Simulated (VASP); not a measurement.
The input files of a VASP run:

### POSCAR
```
Ir
1
    0.0000000000     1.9200000000     1.9200000000
    1.9200000000     0.0000000000     1.9200000000
    1.9200000000     1.9200000000     0.0000000000
Ir
1
Direct
  0.0000000000   0.0000000000   0.0000000000
```

**INCAR**
```
SYSTEM = Ir
PREC = Accurate
ENCUT = 400
EDIFF = 1E-6
NELM = 100
ALGO = Normal
LREAL = .FALSE.
LASPH = .TRUE.
ISMEAR = 1
SIGMA = 0.1
GGA = PE
LMAXMIX = 6
LWAVE = .FALSE.
LCHARG = .FALSE.
ISIF = 2
LSORBIT = .TRUE.
MAGMOM = 0 0 0
GGA_COMPAT = .FALSE.
```

**KPOINTS**
```
Automatic mesh
0
Gamma
12 12 12
0 0 0
```

POTCAR, in this order: Ir (PBE.64 set). Program: vasp_std.

The run wrote:

### standard output
```
 POSCAR found type information on POSCAR Ir
 POSCAR found :  1 types and       1 ions
 Reading from existing POTCAR

 -----------------------------------------------------------------------------
|                                                                             |
|     EEEEEEE  RRRRRR   RRRRRR   OOOOOOO  RRRRRR      ###     ###     ###     |
|     E        R     R  R     R  O     O  R     R     ###     ###     ###     |
|     E        R     R  R     R  O     O  R     R     ###     ###     ###     |
|     EEEEE    RRRRRR   RRRRRR   O     O  RRRRRR       #       #       #      |
|     E        R   R    R   R    O     O  R   R                               |
|     E        R    R   R    R   O     O  R    R      ###     ###     ###     |
|     EEEEEEE  R     R  R     R  OOOOOOO  R     R     ###     ###     ###     |
|                                                                             |
|     ERROR: Noncollinear calculations require that VASP is compiled          |
|     without the flag -DNGXhalf and-DNGZhalf.                                |
|     You probably tried to run a noncollinear calculation                    |
|     (LNONCOLLINEAR=T) with the executable vasp_std. Use vasp_ncl            |
|     instead!                                                                |
|                                                                             |
|       ---->  I REFUSE TO CONTINUE WITH THIS SICK JOB ... BYE!!! <----       |
|                                                                             |
 -----------------------------------------------------------------------------
```

Q: Read input and log: which fault does this run have?
(A) SIGMA is far too large
(B) POTIM is too large for the ionic optimiser
(C) LSORBIT needs the non-collinear program vasp_ncl
(D) LEPSILON was set for a metal

A: C, LSORBIT needs the non-collinear program vasp_ncl. VASP stops with an error: ERROR: Noncollinear calculations require that VASP is compiled without the flag -DNGXhalf and-DNGZhalf. You probably tried to run a noncollinear calculation (LNONCOLLINEAR=T) with the executable vasp_std. Use vasp_ncl instead! ----> I REFUSE TO CONTINUE WITH THIS SICK JOB ... BYE!!! <----

To mend it, run vasp_ncl.

The mended run (PBE GGA with spin-orbit coupling, plane waves, VASP's PBE PAW potentials (set 64)) converges, and its OSZICAR ends with
```
   1 F= -.92432409E+01 E0= -.92431688E+01  d E =-.216329E-03  mag=    -0.0000     0.0000    -0.0000
```

The compound is Ir in the fcc structure. The cell was not relaxed at this level.
